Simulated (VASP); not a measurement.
VASP ran on this input.

KPOINTS:
```
Automatic mesh
0
Gamma
16 16 16
0 0 0
```

### INCAR
```
! general
SYSTEM  = Mo
PREC    = Accurate
ENCUT   = 480
LREAL   = .False.
LASPH   = .True.

! electronic loop
EDIFF   = 1E-7
NELM    = 100
ALGO    = Normal
LMAXMIX = 4
LMIXTAU = .True.

! smearing
ISMEAR  = 1
SIGMA   = 0.1

! functional
METAGGA = R2SCAN

! ions
ISIF    = 2

! output
LWAVE   = .False.
LCHARG  = .False.
```

File POSCAR:
```
Mo
1
   -1.5763857229     1.5763857229     1.5763857229
    1.5763857229    -1.5763857229     1.5763857229
    1.5763857229     1.5763857229    -1.5763857229
Mo
1
Direct
  0.0000000000   0.0000000000   0.0000000000
```

POTCAR, in this order: Mo_sv (PBE.64 set). Program: vasp_std.

Q: Write an equivalent input for Ansatz.

A: One equivalent input (not run):
Ansatz 0.2 input:
```yaml
crystal:
  lattice:
    - [-1.5763857, 1.5763857, 1.5763857]
    - [1.5763857, -1.5763857, 1.5763857]
    - [1.5763857, 1.5763857, -1.5763857]
  atoms:
    - { symbol: Mo, position: [0.0000000, 0.0000000, 0.0000000] }
kpoints:
  mp_grid: { grid: [16, 16, 16] }
hamiltonian:
  xc: r2scan
  pseudopotentials: { kind: paw }
scf:
  occupations: { method: methfessel_paxton, width: 0.1 }
  max_iter: 100
output: { forces: true, stress: true, eigenvalues: true }
```
Limits of the translation: each code has its own PAW files, so the cut-off isn't converted (ENCUT is set for VASP's; basis.ecutwfc is left out, and Ansatz then takes the one that its files recommend); Ansatz stops its SCF on the density residual and VASP on the energy change (EDIFF).

The compound is Mo in the bcc structure. It was relaxed first.
